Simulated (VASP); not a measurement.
**B4F: relaxation of cell and atoms with PBE**

The system is B4F.

```
B F
1.0
     2.07713   -1.52396    0.00000
     2.07713    1.52396    0.00000
    -0.55364    0.00000    6.27528
B F
4 1
Direct
  0.96521 0.96521 0.75362
  0.51932 0.51932 0.63572
  0.48068 0.48068 0.36428
  0.03479 0.03479 0.24638
  0.00000 0.00000 0.00000
```

The cell was built by a generator and needn't be a form met in nature.

The cell isn't the ideal one: species swapped into the AlAu4 type (C2/m, No. 12).

```json
{
  "Program": "VASP 6.6.1",
  "Task": "relaxation of cell and atoms",
  "Functional": "PBE",
  "Potentials or basis": "VASP PAW PBE potentials, release 64 (B, F)",
  "Cutoff": "600 eV",
  "k mesh": "8 × 8 × 4",
  "Occupations": "gaussian, width 0.1 eV",
  "Spin": "no spin polarisation",
  "Dipole correction": "no",
  "Further INCAR settings": "ALGO = Fast; EDIFF = 1e-06; IBRION = 2; EDIFFG = -0.04; NSW = 90; ISIF = 3"
}
```

The relaxed volume is 7.95 Å³/atom. The relaxed cell is a = 2.576 Å, b = 2.576 Å, c = 6.308 Å, α = 94.10°, β = 94.10°, γ = 72.45° and the space group after relaxing (to 0.05 Å) is C2/m (No. 12). The energy gained by relaxing is 0.1 meV/atom and the ionic steps are 3. The pressure after relaxing is 0.1 GPa and the largest force after relaxing is 0.037 eV/Å. The band gap on the k mesh is none (metal or under the smearing width).

Forces on the atoms (eV/Å):
```
B   -0.001  0.000  0.018
B   -0.006  0.000 -0.036
B    0.006  0.000  0.036
B    0.001  0.000 -0.018
F    0.000  0.000  0.000
```

Stress tensor (GPa, compression positive):
```
 0.31  0.00 -0.16
 0.00 -0.09  0.00
-0.16  0.00 -0.03
```

Step by step:
```
step  energy change (eV)  largest force (eV/Å)  pressure (GPa)  volume (Å³)
   1              0.0000                0.0401            0.09        39.73
   2             -0.0003                0.0555            0.05        39.75
   3             -0.0003                0.0370            0.06        39.75
```

Final structure:
```
B F
1.0
     2.07795   -1.52220   -0.00077
     2.07795    1.52220   -0.00077
    -0.55619    0.00000    6.28303
B F
4 1
Direct
  0.96513 0.96513 0.75340
  0.51931 0.51931 0.63578
  0.48069 0.48069 0.36422
  0.03487 0.03487 0.24660
  0.00000 0.00000 0.00000
```

Levels at points of the mesh, in eV from the Fermi level:
| k point | band 7 | band 8 | band 9 | band 10 | band 11 | band 12 |
| --- | --- | --- | --- | --- | --- | --- |
| (0.00, 0.00, 0.00) | -4.97 | 0.74 | 1.46 | 4.81 | 5.12 | 5.41 |
| (0.50, 0.00, 0.00) | -6.21 | -5.25 | -1.79 | 2.46 | 2.73 | 3.96 |
| (0.50, 0.50, 0.00) | -4.95 | -3.36 | -2.98 | -2.29 | -0.77 | 3.60 |
| (0.00, 0.00, 0.50) | -3.21 | 0.40 | 1.78 | 1.90 | 4.70 | 6.21 |
| (0.50, 0.00, 0.50) | -6.12 | -5.26 | -2.60 | 2.74 | 3.48 | 4.93 |
| (0.50, 0.50, 0.50) | -4.12 | -3.96 | -3.56 | -1.60 | -0.14 | 3.96 |

It took 61 s on 1 thread of Intel(R) Xeon(R) Platinum 8488C (Sapphire Rapids), on a shared host, peak memory 0.19 GiB.

Caveat: an odd number of electrons without spin polarisation forces a metal; a magnetic or distorted state may lie lower.
